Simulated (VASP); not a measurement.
Input for VASP

**POSCAR**
```
GaS
1
    3.5037780000     0.0000000000     0.0000000000
   -1.7518890000     3.0343610000     0.0000000000
    0.0000000000     0.0000000000    15.6158950000
Ga S
4 4
Direct
  0.3333330000   0.6666670000   0.3264500000
  0.6666670000   0.3333330000   0.6735500000
  0.6666670000   0.3333330000   0.8264500000
  0.3333330000   0.6666670000   0.1735500000
  0.3333330000   0.6666670000   0.8931500000
  0.6666670000   0.3333330000   0.1068500000
  0.6666670000   0.3333330000   0.3931500000
  0.3333330000   0.6666670000   0.6068500000
```

INCAR:
```
# general
SYSTEM  = GaS
PREC    = Accurate
ENCUT   = 300
LREAL   = .False.
LASPH   = .True.

# electronic loop
EDIFF   = 1E-6
NELM    = 100
ALGO    = Normal
LMAXMIX = 4

# smearing
ISMEAR  = -1
SIGMA   = 0.02

# functional
GGA     = PE

# ions
ISIF    = 2

# output
LWAVE   = .False.
LCHARG  = .False.
```

KPOINTS:
```
Automatic mesh
0
Gamma
5 5 1
0 0 0
```

POTCAR, in this order: Ga_d S (PBE.64 set). Program: vasp_std.

**Question.** Translate this PBE calculation to Quantum ESPRESSO's pw.x.

**Answer.** One equivalent input (not run):
```
&CONTROL
  calculation = 'scf'
  pseudo_dir = './pseudo'
  outdir = './out'
  tprnfor = .true.
  tstress = .true.
/
&SYSTEM
  ibrav = 0
  nat = 8
  ntyp = 2
  ecutwfc = 80
  occupations = 'smearing'
  smearing = 'fermi-dirac'
  degauss = 0.00147
  input_dft = 'pbe'
/
&ELECTRONS
  conv_thr = 7.3e-08
  electron_maxstep = 100
/
ATOMIC_SPECIES
  Ga 69.723 Ga.upf
  S 32.060 S.upf
CELL_PARAMETERS angstrom
     3.5037780    0.0000000    0.0000000
    -1.7518890    3.0343610    0.0000000
     0.0000000    0.0000000   15.6158950
ATOMIC_POSITIONS crystal
  Ga   0.3333330  0.6666670  0.3264500
  Ga   0.6666670  0.3333330  0.6735500
  Ga   0.6666670  0.3333330  0.8264500
  Ga   0.3333330  0.6666670  0.1735500
  S    0.3333330  0.6666670  0.8931500
  S    0.6666670  0.3333330  0.1068500
  S    0.6666670  0.3333330  0.3931500
  S    0.3333330  0.6666670  0.6068500
K_POINTS automatic
  5 5 1 0 0 0
```
Limits of the translation: the potentials are each code's own (VASP's PAW set, PseudoDojo norm-conserving files in pw.x), so ENCUT and ecutwfc are chosen apart and not converted; conv_thr bounds pw.x's estimated SCF error, while EDIFF bounds the energy change between steps.

The structure comes from a computed database's GaS entry; how it stands against other phases isn't given here. The cell was not relaxed at this level. The run is one of a series of settings (AEXX removed, HFSCREEN removed, ISYM removed, LHFCALC removed, PRECFOCK removed against the base run), some of them coarse on purpose.
